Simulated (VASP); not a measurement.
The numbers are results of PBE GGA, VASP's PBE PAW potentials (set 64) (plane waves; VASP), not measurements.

VASP ran on this input.

File POSCAR:
```
ZrB2
1
    1.5850000000    -2.7453010000     0.0000000000
    1.5850000000     2.7453010000     0.0000000000
    0.0000000000     0.0000000000     3.5300000000
Zr B
1 2
Direct
  0.0000000000   0.0000000000   0.0000000000
  0.3333330000   0.6666670000   0.5000000000
  0.6666670000   0.3333330000   0.5000000000
```

File KPOINTS:
```
Automatic mesh
0
Gamma
10 10 8
0 0 0
```

INCAR:
```
# general
SYSTEM =ZrB2
PREC   =Accurate
ENCUT  =520
LREAL  =.FALSE.
LASPH  =.TRUE.

# electronic loop
EDIFF  =1E-6
NELM   =100
ALGO   =Normal
LMAXMIX=4

# smearing
ISMEAR =2
SIGMA  =0.2

# functional
GGA    =PE

# ions
ISIF   =2

# output
LWAVE  =.FALSE.
LCHARG =.FALSE.
```

POTCAR, in this order: Zr_sv B (PBE.64 set). Program: vasp_std.

What VASP printed:

OUTCAR:
```
 ion  position               nearest neighbor table
   1  0.000  0.000  0.000-   2 2.54   3 2.54   2 2.54   3 2.54   3 2.54   3 2.54   2 2.54   2 2.54
                             3 2.54   3 2.54   2 2.54   2 2.54
   2  0.333  0.667  0.500-   3 1.83   3 1.83   3 1.83   1 2.54   1 2.54   1 2.54   1 2.54   1 2.54
                             1 2.54
   3  0.667  0.333  0.500-   2 1.83   2 1.83   2 1.83   1 2.54   1 2.54   1 2.54   1 2.54   1 2.54
                             1 2.54
  LATTYP: Found a hexagonal cell.
 ALAT       =     3.1700004070
 C/A-ratio  =     1.1135645258
 Subroutine PRICEL returns:
 Original cell was already a primitive cell.
 Subroutine GETGRP returns: Found 24 space group operations
The static configuration has the point symmetry D_6h.
The dynamic configuration has the point symmetry D_6h.
 Subroutine INISYM returns: Found 24 space group operations
 Subroutine IBZKPT returns following result:
 Found     70 irreducible k-points:

 Following reciprocal coordinates:
            Coordinates               Weight
  0.000000  0.000000  0.000000      1.000000
  0.100000 -0.000000  0.000000      6.000000
  0.200000 -0.000000  0.000000      6.000000
  0.300000 -0.000000  0.000000      6.000000
...
```

### OSZICAR
```
       N       E                     dE             d eps       ncg     rms          rms(c)
DAV:   1     0.111726376971E+03    0.11173E+03   -0.99094E+03  1820   0.138E+03
DAV:   2    -0.220713438756E+02   -0.13380E+03   -0.12911E+03  2100   0.340E+02
DAV:   3    -0.275124378046E+02   -0.54411E+01   -0.53989E+01  2938   0.597E+01
DAV:   4    -0.276463649465E+02   -0.13393E+00   -0.13388E+00  2348   0.846E+00
DAV:   5    -0.276486858694E+02   -0.23209E-02   -0.23209E-02  2742   0.989E-01    0.217E+01
DAV:   6    -0.250080488655E+02    0.26406E+01   -0.77780E+00  2166   0.198E+01    0.879E+00
DAV:   7    -0.249753612200E+02    0.32688E-01   -0.87807E-01  2761   0.617E+00    0.311E+00
DAV:   8    -0.249766602543E+02   -0.12990E-02   -0.96101E-02  2200   0.288E+00    0.773E-01
DAV:   9    -0.249739063800E+02    0.27539E-02   -0.16249E-02  2319   0.106E+00    0.137E-01
DAV:  10    -0.249738748419E+02    0.31538E-04   -0.80682E-04  2382   0.263E-01    0.417E-02
DAV:  11    -0.249738872300E+02   -0.12388E-04   -0.29288E-05  2406   0.651E-02    0.130E-02
DAV:  12    -0.249738870630E+02    0.16704E-06   -0.16946E-06  1708   0.141E-02
   1 F= -.24973887E+02 E0= -.24974044E+02  d E =0.628210E-03
```

**OUTCAR**
```
------------------------ aborting loop because EDIFF is reached ----------------------------------------
  FORCE on cell =-STRESS in cart. coord.  units (eV):
  Direction    XX          YY          ZZ          XY          YZ          ZX
  --------------------------------------------------------------------------------------
  Total        0.1166474      0.1166474      0.4196900      0.0000000      0.0000000      0.0000000
  in kB        6.0836149      6.0836170     21.8884606      0.0000000      0.0000000      0.0000000
  external PRESSURE =      11.3518975 kB  Pullay stress =       0.0000000 kB
  volume of cell :       30.72
      direct lattice vectors                 reciprocal lattice vectors
     1.585000000 -2.745301000  0.000000000     0.315457413 -0.182129391  0.000000000
     1.585000000  2.745301000  0.000000000     0.315457413  0.182129391  0.000000000
     0.000000000  0.000000000  3.530000000     0.000000000  0.000000000  0.283286119
 POSITION                                       TOTAL-FORCE (eV/Angst)
 -----------------------------------------------------------------------------------
      0.00000      0.00000      0.00000         0.000000      0.000000     -0.000000
      1.58500      0.91510      1.76500         0.000000     -0.000000     -0.000000
      1.58500     -0.91510      1.76500        -0.000000      0.000000      0.000000
 -----------------------------------------------------------------------------------
    total drift:                                0.000000     -0.000000      0.000000
  FREE ENERGIE OF THE ION-ELECTRON SYSTEM (eV)
  ---------------------------------------------------
  free  energy   TOTEN  =       -24.9738870630 eV

  energy  without entropy=      -24.9745152728  energy(sigma->0) =      -24.97404412
```
(Selected blocks of OUTCAR.)

The compound is ZrB2 in the AlB2 type structure. The cell was not relaxed at this level. The run is one of a series of settings (ISMEAR = 2, SIGMA = 0.2 against the base run), some of them coarse on purpose.
